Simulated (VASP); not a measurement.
Computed with PBE GGA with D3 dispersion (Becke-Johnson damping), VASP's PBE PAW potentials (set 64) (plane waves; VASP).

The input files of a VASP run:

File KPOINTS:
```
Automatic mesh
0
Gamma
  7 7 2
```

**INCAR**
```
SYSTEM=MoS2
PREC=Accurate; ENCUT=400; LREAL=F
LASPH=T
EDIFF=1E-6; NELM=100; ALGO=Normal
LMAXMIX=4
ISMEAR=0; SIGMA=0.05
GGA=PE; IVDW=12
IBRION=2; NSW=60; ISIF=3
EDIFFG=-0.02
LWAVE=F; LCHARG=F
```

### POSCAR
```
MoS2
1
    3.1467635731     0.0000000000    -0.0000000000
   -1.5733817865     2.7251776789    -0.0000000000
   -0.0000000000    -0.0000000000    12.0721221672
Mo S
2 4
Direct
  0.3333330000   0.6666670000   0.2500000000
  0.6666670000   0.3333330000   0.7500000000
  0.3333330000   0.6666670000   0.6201797189
  0.6666670000   0.3333330000   0.1201797189
  0.3333330000   0.6666670000   0.8798202811
  0.6666670000   0.3333330000   0.3798202811
```

POTCAR, in this order: Mo_sv S (PBE.64 set). Program: vasp_std.

Q: What will the output report for the number of irreducible k-points (NKPTS), number of bands (NBANDS), largest plane-wave count, number of space-group operations, FFT grid (NGX, NGY, NGZ)?

A: 
The number of irreducible k-points (NKPTS) is 16. The number of bands (NBANDS) comes out as 31 and the largest plane-wave count is 1900. The number of space-group operations is 24. The FFT grid (NGX, NGY, NGZ) is 24 × 24 × 80.

The structure comes from a measured MoS2 entry (P6_3/mmc) of the Crystallography Open Database, whose conditions weren't checked. This run relaxes it. Symmetry was kept, so distortions that lower it aren't found. The start is the result of an earlier pass.
